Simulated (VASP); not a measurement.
An input for Quantum ESPRESSO's pw.x (written as the equivalent of a VASP run, and not itself run):

```
&CONTROL
  calculation = 'scf'
  pseudo_dir = './pseudo'
  outdir = './out'
  tprnfor = .true.
  tstress = .false.
/
&SYSTEM
  ibrav = 0
  nat = 2
  ntyp = 2
  ecutwfc = 70
  occupations = 'smearing'
  smearing = 'gaussian'
  degauss = 0.003675
  input_dft = 'pbe0'
  nqx1 = 6
  nqx2 = 6
  nqx3 = 6
/
&ELECTRONS
  conv_thr = 7.3e-08
  electron_maxstep = 60
/
ATOMIC_SPECIES
  In 114.818 In.upf
  P 30.974 P.upf
CELL_PARAMETERS angstrom
     0.0000000    2.9179125    2.9179125
     2.9179125    0.0000000    2.9179125
     2.9179125    2.9179125    0.0000000
ATOMIC_POSITIONS crystal
  In   0.0000000  0.0000000  0.0000000
  P    0.2500000  0.2500000  0.2500000
K_POINTS automatic
  6 6 6 0 0 0
```

**Question.** Translate this input to VASP (INCAR, KPOINTS, POSCAR, choice of POTCAR).

**Answer.** This is not unique; one that fits is 
### KPOINTS
```
Automatic mesh
0
Gamma
6 6 6
0 0 0
```

INCAR:
```
AEXX = 0.25
ALGO = Normal
EDIFF = 1E-6
ENCUT = 520
GGA = PE
HFRCUT = -1
ISIF = 2
ISMEAR = 0
ISYM = 3
LASPH = T
LCHARG = F
LHFCALC = T
LMAXMIX = 4
LREAL = F
LWAVE = F
NELM = 60
PREC = Accurate
PRECFOCK = Fast
SIGMA = 0.05
SYSTEM = InP
```

POSCAR:
```
InP
1
    0.0000000000     2.9179125261     2.9179125261
    2.9179125261     0.0000000000     2.9179125261
    2.9179125261     2.9179125261     0.0000000000
In P
1 1
Direct
  0.0000000000   0.0000000000   0.0000000000
  0.2500000000   0.2500000000   0.2500000000
```

POTCAR, in this order: In_d P (PBE.64 set). Program: vasp_std. Read from the step before: WAVECAR.

Limits of the translation: the potentials are each code's own (VASP's PAW set, PseudoDojo norm-conserving files in pw.x), so ENCUT and ecutwfc are chosen apart and not converted; conv_thr bounds pw.x's estimated SCF error, while EDIFF bounds the energy change between steps; the singularity of exact exchange is treated differently by default.

The compound is InP in the zinc blende structure. This cell is one point of a volume scan, at 0.94 of the reference volume.
